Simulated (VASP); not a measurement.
Given:

```
BaTiO3
1.0
    4.00000     0.00000     0.00000
    0.00000     4.00000     0.00000
    0.00000     0.00000     4.00000
Ba Ti O
1 1 3
Direct
  0.00000   0.00000   0.00000
  0.50000   0.50000   0.50000
  0.50000   0.00000   0.50000
  0.00000   0.50000   0.50000
  0.50000   0.50000   0.00000
```

The numbers are results of PBE GGA, VASP's PBE PAW potentials (set 64) (plane waves; VASP), not measurements. Settings: 400 eV cut-off, 7×7×7 Γ-centred mesh, Fermi-Dirac smearing of 0.010 eV, potentials Ba_sv Ti_sv O.

**Question.** What does the run give for the energy per atom (σ→0)?

**Answer.** 
```
Property                       Result
---------------------  --------------
energy per atom (σ→0)  -8.002 eV/atom
```

The structure is a typed BaTiO3 crystal (Pm-3m). The cell was not relaxed at this level.
